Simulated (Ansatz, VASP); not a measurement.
# GeB2C3 in VASP and in Ansatz

```
Ge B C
1.0
     3.77093    0.00000    0.00000
    -1.88546    3.26572    0.00000
     0.00000    0.00000    3.78083
Ge B C
1 2 3
Direct
  0.00000 0.00000 0.00000
  0.33333 0.66667 0.50000
  0.66667 0.33333 0.50000
  0.00000 0.00000 0.50000
  0.33333 0.66667 0.00000
  0.66667 0.33333 0.00000
```

Alike in both runs: functional PBE; k mesh 12 × 12 × 10; occupations gaussian, width 0.1 eV; no spin polarisation.

Ansatz relaxed the structure, and its values are those at the end. VASP's run is a single point on that final structure, the one shown.

|  | VASP | Ansatz |
| --- | --- | --- |
| version | VASP 6.6.1 | Ansatz 0.2.0 |
| potentials or method | VASP PAW PBE potentials, release 64 (Ge_d, B, C) | scalar-relativistic, plane waves, PAW |
| plane-wave cutoff (eV) | 520 | 420 |
| valence electrons in the cell | 32 | 32 |

Ansatz gave:

* gap on the k mesh at the Fermi level (eV): none
* pressure (GPa): 0.0

Problem. What did VASP give for the same quantities?

Solution. gap on the k mesh at the Fermi level (eV): none; pressure (GPa): 0.1.

A gap of «none» marks a metal or a gap that the smearing closes. With one functional, cell and mesh, what is left measures potentials, basis and numerics.
